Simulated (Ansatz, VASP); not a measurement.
## Na2ClF in VASP and in Ansatz

```
CELL_PARAMETERS angstrom
1.72993 0.99878 5.92066
-1.72993 0.99878 5.92066
0.00000 -1.99755 5.92066
ATOMIC_POSITIONS crystal
F 0.00000 0.00000 0.00000
Cl 0.50000 0.50000 0.50000
Na 0.26406 0.26406 0.26406
Na 0.73594 0.73594 0.73594
```

Change from the starting cell: biaxial_xy strain -4.5%.

Alike in both runs: task single point; functional r2SCAN; k mesh 8 × 8 × 8; no spin polarisation.

|  | VASP | Ansatz |
| --- | --- | --- |
| version | VASP 6.6.1 | Ansatz 0.2.0 |
| potentials or method | VASP PAW PBE potentials, release 64 (F, Cl, Na_pv) | plane waves, PAW |
| plane-wave cutoff (eV) | 520 | 500 |
| occupations | gaussian, width 0.01 eV | fixed |
| valence electrons in the cell | 28 | 32 |

Ansatz gave:

| Quantity | Value |
| --- | --- |
| gap on the k mesh at the Fermi level (eV) | 4.94 |
| pressure (GPa) | 4.1 |
| largest component of the traceless stress (GPa) | 1.49 |
| rms of the force components (eV/Å) | 0.000 |

Question: Which values does VASP return?

Answer: gap on the k mesh at the Fermi level (eV): 4.98; pressure (GPa): 3.7; largest component of the traceless stress (GPa): 1.50; rms of the force components (eV/Å): 0.010.

Atom by atom the forces differ by 0.010 eV/Å (rms over components). The two sets of potentials don't hold the same shells in valence.

Caveats: the PAW data sets were made with another functional, which shifts forces and pressure a little (VASP). A k mesh can miss the band edges.
